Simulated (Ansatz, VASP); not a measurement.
# Two plane-wave programs on AgSn2SeI3

```
CELL_PARAMETERS angstrom
5.79140 0.00000 0.00000
0.00000 5.06546 0.00000
0.00000 0.00000 10.82027
ATOMIC_POSITIONS crystal
Ag 0.00000 0.00000 0.00000
Sn 0.50000 0.50000 0.64498
Sn 0.50000 0.50000 0.35502
Se 0.00000 0.50000 0.00000
I 0.50000 0.00000 0.78382
I 0.50000 0.00000 0.21618
I 0.00000 0.50000 0.50000
```

Alike in both runs: functional PBE; k mesh 3 × 2 × 1; occupations gaussian, width 0.15 eV; no spin polarisation.

Ansatz relaxed the structure, and its values are those at the end. VASP's run is a single point on that final structure, the one shown.

```csv
,VASP,Ansatz
version,VASP 6.6.1,Ansatz 0.2.0
potentials or method,"VASP PAW PBE potentials, release 64 (Ag, Sn_d, Se, I)","scalar-relativistic, plane waves, PAW"
plane-wave cutoff (eV),520,420
valence electrons in the cell,66,114
```

|  | VASP | Ansatz | Ansatz less VASP |
| --- | --- | --- | --- |
| gap on the k mesh at the Fermi level (eV) | none | none | - |
| pressure (GPa) | 0.0 | 0.0 | +0.02 |
| rms of the force components (eV/Å) | 0.006 | 0.006 | -0.0004 |

A gap of «none» marks a metal or a gap that the smearing closes. The two sets of potentials don't hold the same shells in valence.

Caveats: the k mesh is coarse (spacing up to 0.62 Å⁻¹), so the values aren't converged; this functional lacks dispersion, which binds the layers, so the pressure and a relaxed spacing across them are unreliable. The runs have no spin-orbit coupling, so splittings on I are missing.
